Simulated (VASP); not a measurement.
Data:

```
SrBrF
1.0
    4.18453     0.00000     0.00000
    0.00000     4.18453     0.00000
    0.00000     0.00000     7.30359
Sr Br F
2 2 2
Direct
  0.00000   0.50000   0.81394
  0.50000   0.00000   0.18606
  0.50000   0.00000   0.64639
  0.00000   0.50000   0.35361
  0.50000   0.50000   0.00000
  0.00000   0.00000   0.00000
```

The numbers are results of PBEsol GGA, VASP's PBE PAW potentials (set 64) (plane waves; VASP), not measurements. Run with 520 eV cut-off, 6×6×4 Γ-centred mesh, tetrahedra with Blöchl corrections, potentials Sr_sv Br F.

The cores are frozen, which limits the accuracy of field gradients.

Question: Give the principal components of the electric field gradient (V/Å²) and the asymmetry η at each nucleus.

Answer: 
```csv
atom,Vxx,Vyy,Vzz,η
Sr1,-11.1,-11.1,22.2,0.00
Sr2,-11.1,-11.1,22.2,0.00
Br3,12.2,12.2,-24.5,0.00
Br4,12.2,12.2,-24.5,0.00
F5,0.3,0.3,-0.6,0.00
F6,0.3,0.3,-0.6,0.00
```

The structure comes from a computed database's SrBrF entry (P4/nmm); how it stands against other phases isn't given here. It was relaxed first.
